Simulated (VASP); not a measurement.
Here is the system:

```
MoS2
1.0
    1.60440    -2.77890     0.00000
    1.60440     2.77890     0.00000
    0.00000     0.00000    16.13488
Mo S
2 4
Cartesian
  1.60440   0.92630   4.03372
  1.60440  -0.92630  12.10116
  1.60440   0.92630  13.66382
  1.60440  -0.92630   5.59638
  1.60440  -0.92630   2.47106
  1.60440   0.92630  10.53851
```

All values below come from RPBE GGA, VASP's PBE PAW potentials (set 64) (plane waves; VASP). Numerical set-up: 520 eV cut-off, 9×9×2 Γ-centred mesh, tetrahedra with Blöchl corrections, potentials Mo_sv S.

The cores are frozen, which limits the accuracy of field gradients. Without a dispersion term in the relaxation, distances and binding between the weakly bound layers, chains or molecules are unreliable, and so is what depends on them.

Task: Give the principal components of the electric field gradient (V/Å²) and the asymmetry η at each nucleus.

Result: 
```tsv
atom	Vxx	Vyy	Vzz	η
Mo1	39.9	39.9	-79.8	0.00
Mo2	39.9	39.9	-79.8	0.00
S3	27.7	27.7	-55.5	0.00
S4	27.7	27.7	-55.5	0.00
S5	27.7	27.7	-55.5	0.00
S6	27.7	27.7	-55.5	0.00
```

The compound is MoS2 in the 2H layered structure. It was relaxed first, which changed the volume by +35 %.
